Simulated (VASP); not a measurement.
Here is the system:

```
Li2Se
1.0
    0.00000     2.65262     2.65262
    2.65262     0.00000     2.65262
    2.65262     2.65262     0.00000
Li Se
2 1
Cartesian
  1.32631   1.32631   1.32631
  3.97892   3.97892   3.97892
  0.00000   0.00000   0.00000
```

Method: LDA (Ceperley-Alder, Perdew-Zunger), VASP's LDA PAW potentials (set 64) (plane waves; VASP). Run with 620 eV cut-off, 7×7×7 Γ-centred mesh, Gaussian smearing of 0.050 eV, potentials Li_sv Se.

Energy and stress use the plane-wave basis of the starting cell.

Question: The ions, cell shape and volume at an external pressure of 30.0 GPa are relaxed. Give the cell that the relaxation ends in.

Answer: 
```
Li2Se
1.0
    0.00000     2.58213     2.58213
    2.58213     0.00000     2.58213
    2.58213     2.58213     0.00000
Li Se
2 1
Direct
  0.25000   0.25000   0.25000
  0.75000   0.75000   0.75000
  0.00000   0.00000   0.00000
```
Space group Fm-3m (225), at a tolerance of 0.03 Å.

Question: How do energy and volume change from the first to the last step?

Answer: The energy (σ→0) changes by +149.3 meV/atom and the volume by -7.8 %, in 3 ionic steps.

The compound is Li2Se in the antifluorite structure. This run relaxes it under an external pressure of 30 GPa. Symmetry was kept, so distortions that lower it aren't found.
